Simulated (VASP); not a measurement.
The system is InAs.

```
In As
1.0
     0.00000    3.01800    3.01800
     3.01800    0.00000    3.01800
     3.01800    3.01800    0.00000
In As
1 1
Cartesian
  0.0000 0.0000 0.0000
  1.5090 1.5090 1.5090
```

Base run:

| Item | Value |
| --- | --- |
| Program | VASP 6.6.1 |
| Functional | PBE |
| Potentials or basis | VASP PAW PBE potentials, release 64 (In_d, As) |
| Cutoff | 520 eV |
| k mesh | 6 × 6 × 6 |
| Occupations | gaussian, width 0.02 eV |
| Spin | no spin polarisation |

Its results: band gap on the k mesh none (metal or under the smearing width); pressure 4.4 GPa.

Problem. The run is repeated on the same cell with these changes: k mesh from 6 × 6 × 6 to 4 × 4 × 4. What comes out?

Solution. Band gap on the k mesh none (metal or under the smearing width); pressure 4.9 GPa.

Caveats: some runs use coarse meshes; this crystal is a semiconductor, whose small gap the functional closes, so the metal is an error of the method.
